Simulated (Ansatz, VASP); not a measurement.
# Cross-check of Ti11Ga10O37 (amorphous 31Ga2O3-69TiO2 (mol %)) between VASP and Ansatz, part 2 of 2

Wanted: the spread between two codes on one cell, functional and k mesh. Of the first pair: The structure shown is the start of the Ansatz relaxation below; VASP solves that cell, so the two are compared at the walk's first step.

VASP 6.6.1 and Ansatz 0.2.0.

So far. Step 3 (VASP: single point, PBE, start cell, pair 1): The run ends at a pressure of -1.10 GPa, with forces up to 0.34 eV/Å.

## Step 6: VASP: single point, PBE, relaxed cell, pair 2

Level of this step: PBE, no spin polarisation; plane waves and PAW (Ga_d, Ti_sv, O) (VASP).

The same cell, functional and mesh now go to VASP, with its own data sets.

The input, INCAR:

```
SYSTEM = Ti11Ga10O37
PREC = Accurate
ENCUT = 600
EDIFF = 1E-06
NELM = 120
ISMEAR = 0
SIGMA = 0.01
LREAL = Auto
ALGO = Normal
GGA = PE
NBANDS = 576
LASPH = .TRUE.
LORBIT = 11
LWAVE = .FALSE.
LCHARG = .FALSE.
ISIF = 2
GGA_COMPAT = .FALSE.
EFERMI = MIDGAP
NCORE = 4
```

The input, POSCAR:

```
Ti11Ga10O37
1.0
   11.5348600000      0.0987500000      0.1963300000
    0.0997400000     10.8692700000     -0.2904400000
    0.1982900000     -0.2904400000     11.1736800000
Ga Ti O
20 22 74
Direct
    0.7713900000      0.8083200000      0.4989600000
    0.6003600000      0.3243400000      0.2326100000
    0.3780900000      0.2223200000      0.0919000000
    0.0647600000      0.8036400000      0.5371000000
    0.6356700000      0.5834100000      0.3521400000
    0.1343600000      0.0561000000      0.0360100000
    0.0532900000      0.1014800000      0.4247500000
    0.6261000000      0.8707900000      0.9729500000
    0.6116100000      0.2697900000      0.4909700000
    0.8344700000      0.4209500000      0.5141500000
    0.5548900000      0.8171700000      0.6941100000
    0.0361600000      0.5345700000      0.6575600000
    0.6631800000      0.6057100000      0.9346300000
    0.3469100000      0.8976400000      0.8826500000
    0.2856500000      0.3579300000      0.6159500000
    0.3325500000      0.9404200000      0.1755500000
    0.4986300000      0.0936100000      0.6752200000
    0.1457500000      0.3088400000      0.2492900000
    0.9946500000      0.2746300000      0.0043000000
    0.2470100000      0.9911800000      0.6018300000
    0.3504700000      0.1796200000      0.3719000000
    0.0338300000      0.5460300000      0.3511900000
    0.8005900000      0.0762600000      0.6086600000
    0.8398000000      0.7546300000      0.7441300000
    0.6054500000      0.5435000000      0.6342900000
    0.8284900000      0.7709700000      0.2147200000
    0.3510500000      0.4844200000      0.3364000000
    0.1269900000      0.8029500000      0.8088400000
    0.8803400000      0.0123000000      0.8616400000
    0.1216200000      0.5990300000      0.0305500000
[... 80 atom lines left out ...]
    0.3199500000      0.8215400000      0.5515000000
    0.7127100000      0.4674700000      0.2257500000
    0.9167400000      0.5907500000      0.2586000000
    0.5255400000      0.2182800000      0.3612200000
    0.1458400000      0.1358400000      0.5931100000
    0.5500900000      0.9515100000      0.3336100000
```

The input, KPOINTS:

```
Automatic mesh
0
Gamma
1 1 1
0 0 0
```

Potentials, in the order of the species: Ga_d, Ti_sv and O (PBE family, release 64).

The run is started by

```sh
> mpirun -np 16 vasp_gam
```

Numbers of over 12 decimals in the logs are rounded to 6 here.

The log of the run:

```text
[... set-up lines as in an earlier step ...]
 entering main loop
       N       E                     dE             d eps       ncg     rms          rms(c)
DAV:   1     0.260147236293E+05    0.26015E+05   -0.45343E+05  1152   0.308E+03
DAV:   2     0.678871455838E+04   -0.19226E+05   -0.18407E+05  1152   0.977E+02
DAV:   3     0.590442162537E+03   -0.61983E+04   -0.57471E+04  1448   0.405E+02
DAV:   4    -0.931995583800E+03   -0.15224E+04   -0.14820E+04  1544   0.177E+02
[...]
DAV:  21    -0.875956833971E+03    0.92264E-06   -0.11067E-05  1448   0.244E-02    0.593E-03
DAV:  22    -0.875956835165E+03   -0.11941E-05   -0.12223E-05  1320   0.871E-03    0.430E-03
DAV:  23    -0.875956835331E+03   -0.16617E-06   -0.34513E-06   824   0.741E-03
   1 F= -.87595684E+03 E0= -.87595684E+03  d E =0.000000E+00
```

OUTCAR, selected parts (step 6):

```text
  FREE ENERGIE OF THE ION-ELECTRON SYSTEM (eV)
  ---------------------------------------------------
  free  energy   TOTEN  =      -875.9568353312 eV

  energy  without entropy=     -875.9568353312  energy(sigma->0) =     -875.95683533
```

The run ends at a pressure of -0.55 GPa, with forces up to 0.16 eV/Å.

## Step 7: Differences

What differs besides the data sets and the points named for the pairs above, as far as they apply: the cutoff is 420 eV in Ansatz and 600 eV in VASP (PREC = Accurate, projectors in real space). Total energies have different zeros and are not compared.

The two programs side by side:

```
              quantity  Ansatz   VASP  difference
        pressure (GPa)   -0.91  -0.55       -0.36
gap on the k mesh (eV)   2.674  2.653      +0.021
```

Forces on 7 of the 116 atoms, those with the largest forces and the largest differences (eV/Å; atoms numbered as in POSCAR):

```
atom          Ansatz x, y, z            VASP x, y, z
Ti31     0.003, 0.024, 0.012   -0.107, 0.123, -0.003
Ti36   -0.032, -0.012, 0.014    -0.068, 0.062, 0.093
Ti42    0.033, 0.009, -0.003    0.152, -0.008, 0.022
 O58    0.004, 0.017, -0.015   -0.017, -0.032, 0.100
 O65   0.004, -0.014, -0.003   0.078, -0.142, -0.003
O101  -0.015, -0.004, -0.001   -0.143, 0.015, -0.005
O103    0.003, 0.004, -0.002  -0.017, -0.016, -0.105
```

The forces differ by 33 meV/Å r.m.s., which is 92.2 % of the r.m.s. force of 0.036 eV/Å (both taken over all components). A gap on the mesh is an upper bound, since the band edges may lie between its points.

## Step 8: Ansatz: single point, PBE, pair 3

With cell and atoms fixed, the geometry can't cause a difference; cores, projectors, grids and the points listed under the comparison can. The cell compared in this pair holds 1385.53 Å³, against 1399.39 Å³ for the pair before.

The cell is taken from a series of runs on this material, whose earlier steps may have relaxed, scaled, displaced or heated it; both programs get it as it stands.

The input, input.yaml:

```yaml
crystal:
  lattice:
    - [11.42065, 0.09875, 0.19633]
    - [0.09875, 10.86927, -0.29044]
    - [0.19633, -0.29044, 11.17368]
  atoms:
    - { symbol: Ga, position: [0.77079, 0.80699, 0.49771] }
    - { symbol: Ga, position: [0.60014, 0.32393, 0.23234] }
    - { symbol: Ga, position: [0.37666, 0.22235, 0.09198] }
    - { symbol: Ga, position: [0.06576, 0.80417, 0.53779] }
    - { symbol: Ga, position: [0.63609, 0.58302, 0.35179] }
    - { symbol: Ga, position: [0.13445, 0.05575, 0.03638] }
    - { symbol: Ga, position: [0.05217, 0.10164, 0.42539] }
    - { symbol: Ga, position: [0.62683, 0.87089, 0.9752] }
    - { symbol: Ga, position: [0.61049, 0.27058, 0.49121] }
    - { symbol: Ga, position: [0.8363, 0.41928, 0.51207] }
    - { symbol: Ga, position: [0.55538, 0.81755, 0.69576] }
    - { symbol: Ga, position: [0.03582, 0.53456, 0.65824] }
    - { symbol: Ga, position: [0.66468, 0.60593, 0.93584] }
    - { symbol: Ga, position: [0.3469, 0.89915, 0.88426] }
    - { symbol: Ga, position: [0.2864, 0.3596, 0.61596] }
    - { symbol: Ga, position: [0.3344, 0.94047, 0.17603] }
    - { symbol: Ga, position: [0.49658, 0.09234, 0.67399] }
    - { symbol: Ga, position: [0.14531, 0.30921, 0.24909] }
    - { symbol: Ga, position: [0.9959, 0.27449, 0.0028] }
    - { symbol: Ga, position: [0.24513, 0.99248, 0.60201] }
    - { symbol: Ti, position: [0.35035, 0.17945, 0.37237] }
    - { symbol: Ti, position: [0.03483, 0.54835, 0.35137] }
    - { symbol: Ti, position: [0.7991, 0.07445, 0.6078] }
    - { symbol: Ti, position: [0.8394, 0.75452, 0.74373] }
    - { symbol: Ti, position: [0.60646, 0.54418, 0.63388] }
    - { symbol: Ti, position: [0.82929, 0.77005, 0.21272] }
    - { symbol: Ti, position: [0.35081, 0.48425, 0.33796] }
    - { symbol: Ti, position: [0.12672, 0.80234, 0.80937] }
    - { symbol: Ti, position: [0.87999, 0.01198, 0.86092] }
    - { symbol: Ti, position: [0.12144, 0.59977, 0.03144] }
[... 80 atom lines left out ...]
    - { symbol: O, position: [0.31818, 0.8217, 0.55151] }
    - { symbol: O, position: [0.71324, 0.46705, 0.22479] }
    - { symbol: O, position: [0.91726, 0.59189, 0.2579] }
    - { symbol: O, position: [0.52511, 0.21797, 0.36106] }
    - { symbol: O, position: [0.14413, 0.13721, 0.59254] }
    - { symbol: O, position: [0.54972, 0.95042, 0.33328] }
kpoints:
  mp_grid: { grid: [1, 1, 1] }
hamiltonian:
  xc: pbe
  pseudopotentials: { kind: paw, azcp: { folder: soft_1 } }
scf:
  occupations: { method: fixed }
output:
  forces: true
  stress: true
  populations: true
  dos:
    method: { smearing: { sigma: 0.1 } }
    de: 0.1
    projected: { site_lists: { Ga: [Ga], O: [O], Ti: [Ti] } }
  eigenvalues: true
  write_density: true
  write_potential: true
  volumetric_format: npy
  elf: true
```

The run is started by

```sh
> ansatz run input.yaml --threads 4 --pin off --max-ram 8192MiB --backend cpu --events-out ev --progress --plain --runs-dir out
```

The log of the run:

```text
[...]
Crystal: 116 atoms, lattice volume = 1385.532 Å³
Basis set: ecut = 420 eV, 27099 PW (Γ), exchange–correlation on 160×150×150 points (8 copies of the dense FFT grid, shifted against one another)
Bands: 600, of which v1, the nominal top of the filled ones, is band 484 counted from 1 (483 counted from 0)
Symmetry: 1 space group operations
[...]
k-points: 1
[...]
P = ⅓ Tr σ = 0.0020 GPa (0.020 kbar)
--- Band table (eV) ---
  k-point 0: bands = [... 480 lower, 6.5747, 6.6216, 6.7142, 6.7292, 9.4281, 9.4921, 9.5076, 9.5552, ... 112 higher]
--- Löwdin populations: 116 sites ---
  site symbol       q [e]
     0     Ga     11.9663
     1     Ga     12.0069
     2     Ga     12.0036
     3     Ga     12.0005
     4     Ga     11.9912
     5     Ga     11.9492
     6     Ga     11.9828
     7     Ga     11.9995
[...]
112      O      6.6474
   113      O      6.7061
   114      O      6.6154
   115      O      6.6122
  spilling = 0.003113 (of n_electrons = 968.000000)
```

## Step 9: VASP: single point, PBE, pair 3

The same cell, functional and mesh now go to VASP, with its own data sets.

INCAR is that of step 6.

The input, POSCAR:

```
Ti11Ga10O37
1.0
   11.4206500000      0.0987500000      0.1963300000
    0.0987500000     10.8692700000     -0.2904400000
    0.1963300000     -0.2904400000     11.1736800000
Ga Ti O
20 22 74
Direct
    0.7707900000      0.8069900000      0.4977100000
    0.6001400000      0.3239300000      0.2323400000
    0.3766600000      0.2223500000      0.0919800000
    0.0657600000      0.8041700000      0.5377900000
    0.6360900000      0.5830200000      0.3517900000
    0.1344500000      0.0557500000      0.0363800000
    0.0521700000      0.1016400000      0.4253900000
    0.6268300000      0.8708900000      0.9752000000
    0.6104900000      0.2705800000      0.4912100000
    0.8363000000      0.4192800000      0.5120700000
    0.5553800000      0.8175500000      0.6957600000
    0.0358200000      0.5345600000      0.6582400000
    0.6646800000      0.6059300000      0.9358400000
    0.3469000000      0.8991500000      0.8842600000
    0.2864000000      0.3596000000      0.6159600000
    0.3344000000      0.9404700000      0.1760300000
    0.4965800000      0.0923400000      0.6739900000
    0.1453100000      0.3092100000      0.2490900000
    0.9959000000      0.2744900000      0.0028000000
    0.2451300000      0.9924800000      0.6020100000
    0.3503500000      0.1794500000      0.3723700000
    0.0348300000      0.5483500000      0.3513700000
    0.7991000000      0.0744500000      0.6078000000
    0.8394000000      0.7545200000      0.7437300000
    0.6064600000      0.5441800000      0.6338800000
    0.8292900000      0.7700500000      0.2127200000
    0.3508100000      0.4842500000      0.3379600000
    0.1267200000      0.8023400000      0.8093700000
    0.8799900000      0.0119800000      0.8609200000
    0.1214400000      0.5997700000      0.0314400000
[... 80 atom lines left out ...]
    0.3181800000      0.8217000000      0.5515100000
    0.7132400000      0.4670500000      0.2247900000
    0.9172600000      0.5918900000      0.2579000000
    0.5251100000      0.2179700000      0.3610600000
    0.1441300000      0.1372100000      0.5925400000
    0.5497200000      0.9504200000      0.3332800000
```

KPOINTS is that of step 6.

The run is started by

```sh
> mpirun -np 16 vasp_gam
```

The log of the run:

```text
[... set-up lines as in an earlier step ...]
 entering main loop
       N       E                     dE             d eps       ncg     rms          rms(c)
DAV:   1     0.260121200736E+05    0.26012E+05   -0.45371E+05  1152   0.309E+03
DAV:   2     0.675008396900E+04   -0.19262E+05   -0.18441E+05  1152   0.975E+02
DAV:   3     0.551571931391E+03   -0.61985E+04   -0.57468E+04  1456   0.404E+02
DAV:   4    -0.949262759888E+03   -0.15008E+04   -0.14628E+04  1560   0.175E+02
[...]
DAV:  20    -0.875996665082E+03   -0.22293E-05   -0.37844E-05  1424   0.165E-02    0.977E-03
DAV:  21    -0.875996665913E+03   -0.83135E-06   -0.13983E-05  1616   0.157E-02    0.426E-03
DAV:  22    -0.875996666444E+03   -0.53093E-06   -0.44221E-06   952   0.749E-03
   1 F= -.87599667E+03 E0= -.87599667E+03  d E =0.000000E+00
```

From OUTCAR (step 9):

```text
  FREE ENERGIE OF THE ION-ELECTRON SYSTEM (eV)
  ---------------------------------------------------
  free  energy   TOTEN  =      -875.9966664440 eV

  energy  without entropy=     -875.9966664440  energy(sigma->0) =     -875.99666644
```

The run ends at a pressure of 0.37 GPa, with forces up to 0.15 eV/Å.

## Step 10: Comparison

Both answers:

```
              quantity  Ansatz   VASP  difference
        pressure (GPa)    0.00   0.37       -0.37
gap on the k mesh (eV)   2.699  2.679      +0.020
```

Forces on 7 of the 116 atoms, those with the largest forces and the largest differences (eV/Å; atoms numbered as in POSCAR):

```
atom          Ansatz x, y, z           VASP x, y, z
Ti23    -0.003, 0.001, 0.004    0.003, 0.106, 0.024
Ti31  -0.001, -0.001, -0.001  -0.109, 0.096, -0.018
Ti41    0.000, -0.009, 0.004   0.108, -0.001, 0.042
Ti42    0.001, 0.001, -0.001   0.115, -0.015, 0.022
 O58    0.000, 0.004, -0.002  -0.020, -0.046, 0.115
 O65    -0.002, 0.003, 0.000   0.071, -0.125, 0.000
O101    0.004, -0.003, 0.008   -0.123, 0.015, 0.003
```

The forces differ by 32 meV/Å r.m.s., where the r.m.s. force is 0.003 eV/Å in Ansatz and 0.032 eV/Å in VASP: the atoms lie near their places of rest in Ansatz, so a percentage would say little (all taken over all components). A gap on the mesh is an upper bound, since the band edges may lie between its points.

## Step 11: What came out

- r.m.s. force difference (single point, PBE, start cell, pair 1): 33 meV/Å
- r.m.s. force difference (single point, PBE, relaxed cell, pair 2): 33 meV/Å
- r.m.s. force difference (single point, PBE, pair 3): 32 meV/Å

In words: The r.m.s. force difference is 33 meV/Å (single point, PBE, start cell, pair 1), beyond the 12 meV/Å picked in this series as the mark of a large difference. What causes the difference of the single point, PBE, start cell, pair 1 pair stays open here. What causes the difference of the single point, PBE, relaxed cell, pair 2 pair stays open here. What causes the difference of the single point, PBE, pair 3 pair stays open here. Such differences can come from data sets, numerical settings and the points named under the comparisons, not from the functional's error against experiment.

[Lines on the potential files, build, host, timing and source positions are cut from VASP's logs without a mark.]

[Logs are printed without paths, hosts, clocks, repeated set-up lines and the standing remarks that a program may print on its own settings, such as how far it seeks lower states.]

[Hosts, paths, dates, database ids (printed as entryN), source tags and the programs' standing remarks are cut or masked in the printed files.]
